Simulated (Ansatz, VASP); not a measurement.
## SrAs₂Ru₂ (I4/mmm, 5 atoms in the cell) computed with different codes at matched settings

Self-consistent single point.

```yaml
crystal:
  lattice:
    - [-2.08740, 2.08740, 5.70048]
    - [2.08740, -2.08740, 5.70048]
    - [2.08740, 2.08740, -5.70048]
  atoms:
    - { symbol: Sr, position: [0.00000, 0.00000, 0.00000] }
    - { symbol: As, position: [0.64322, 0.64322, 0.00000] }
    - { symbol: As, position: [0.35678, 0.35678, 0.00000] }
    - { symbol: Ru, position: [0.25000, 0.75000, 0.50000] }
    - { symbol: Ru, position: [0.75000, 0.25000, 0.50000] }
```

Shared settings, as Ansatz (a first-principles code) writes them: kpoints.mp_grid.grid = 6 6 6; magnetization.spin_orbit = true; scf.occupations.method = gaussian; scf.occupations.width = 0.05 eV. Potentials and cutoffs stand in the table.

| code | model | pressure (GPa) | largest force (eV/Å) | cutoff |
|---|---|---|---|---|
| Ansatz | LDA (PW92) with spin-orbit coupling, PAW files made with PBE | -5.62 | 0.144 | default |
| VASP | LDA (PZ), spin-orbit coupling, VASP's LDA PAW potentials (set 64) | -5.22 | 0.082 | 300 eV |

The spread over the programs that give each value: pressure within 0.40 GPa; largest force within 0.062 eV/Å.

Ansatz's pressure is given at a fixed set of plane waves, as the other plane-wave codes print theirs; with its correction for the finite basis it is -5.51 GPa. The same LDA comes in different parametrisations, which differ slightly.

VASP's run is marked for a possible Pulay error in its stress at this cutoff; no cutoff test was made.

The starting cell comes from a database of computed structures (which also holds hypothetical and non-ambient phases and stackings), without a prior relaxation at this level.

Left out of this page: Elk (not drawn, or without a comparable value).

Keys are those of Ansatz 0.2.
